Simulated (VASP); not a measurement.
Set up this calculation in VASP 6.6.1, as the native input.

```
Task                   : single point
Functional             : PBE
Potentials or basis    : VASP PAW PBE potentials, release 64 (Zn, Br)
Cutoff                 : 520 eV
k mesh                 : 10 × 10 × 6
Occupations            : gaussian, width 0.1 eV
Spin                   : no spin polarisation
Dipole correction      : no
Further INCAR settings : ALGO = Fast; EDIFF = 1e-07; NBANDS = 24
```

The structure of ZnBr3 lies in POSCAR:

```
ZnBr3
1.0
    4.8325238069      0.0000000000      0.0000000000
    0.0000000000      4.8325238069      0.0000000000
    0.0000000000      0.0000000000      8.0895829364
Zn Br
1 3
Direct
    0.0000000000      0.0000000000      0.0000000000
    0.0000000000      0.0000000000      0.2731066354
    0.0000000000      0.0000000000      0.7268933646
    0.5000000000      0.5000000000      0.5000000000
```

The cell was built by a generator and needn't be a form met in nature.

The cell isn't the ideal one: random cell by space group and Wyckoff sites (P4/mmm, No. 123).

These files were run (other wordings do the same):

INCAR

```
SYSTEM = ZnBr3
ALGO = Fast
EDIFF = 1E-7
ENCUT = 520
GGA = PE
ISIF = 2
ISMEAR = 0
LASPH = .True.
LCHARG = .False.
LREAL = .False.
LWAVE = .False.
NBANDS = 24
NELM = 100
PREC = Accurate
SIGMA = 0.1
```

KPOINTS

```
k-points
0
Gamma
  10 10 6
  0 0 0
```

Potentials or basis: VASP PAW PBE potentials, release 64 (Zn, Br).

The run is started by

```sh
$ cat potpaw_PBE.64/Zn/POTCAR potpaw_PBE.64/Br/POTCAR > POTCAR
$ mpirun -np 1 vasp_std > vasp.out
```

Results of the run:

```json
{"Pressure": "0.1 GPa", "Largest force": "0.059 eV/Å", "Band gap on the k mesh": "none (metal or under the smearing width)"}
```

Caveat: an odd number of electrons without spin polarisation forces a metal; a magnetic or distorted state may lie lower.

It took 5.2 min on 1 thread of Intel(R) Xeon(R) Platinum 8488C (Sapphire Rapids), with other jobs on the host, peak memory 0.5 GiB.
